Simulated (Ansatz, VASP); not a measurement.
## Hg5O3 in VASP and in Ansatz

```
Hg O
1.0
    -3.23241    3.23241    3.23241
     3.23241   -3.23241    3.23241
     3.23241    3.23241   -3.23241
Hg O
5 3
Cartesian
  0.0000 0.0000 0.0000
  1.6162 1.6162 -1.6162
  1.6162 -1.6162 1.6162
  -1.6162 1.6162 1.6162
  1.6162 1.6162 1.6162
  3.2324 0.0000 0.0000
  0.0000 0.0000 3.2324
  0.0000 3.2324 0.0000
```

Change from the starting cell: species swapped into the Fe5Co3 type (Im-3m, No. 229).

Alike in both runs: task relaxation of cell and atoms; functional PBE; k mesh 8 × 8 × 8; occupations gaussian, width 0.1 eV; no spin polarisation.

|  | VASP | Ansatz |
| --- | --- | --- |
| version | VASP 6.6.1 | Ansatz 0.2.0 |
| potentials or method | VASP PAW PBE potentials, release 64 (Hg, O) | scalar-relativistic, plane waves, PAW |
| plane-wave cutoff (eV) | 600 | 420 |
| valence electrons in the cell | 78 | 118 |

```tsv
	VASP	Ansatz	Ansatz less VASP
gap on the k mesh at the Fermi level, each at its own relaxed structure (eV)	none	none	-
relaxed volume (Å³/atom)	16.97	16.83	-0.145
relaxed cell length with the largest relative difference (Å)	5.608	5.592	-0.0160
```

A gap of «none» marks a metal or a gap that the smearing closes. The two sets of potentials don't hold the same shells in valence.

Spin-orbit coupling is left out, which matters for the levels of Hg.
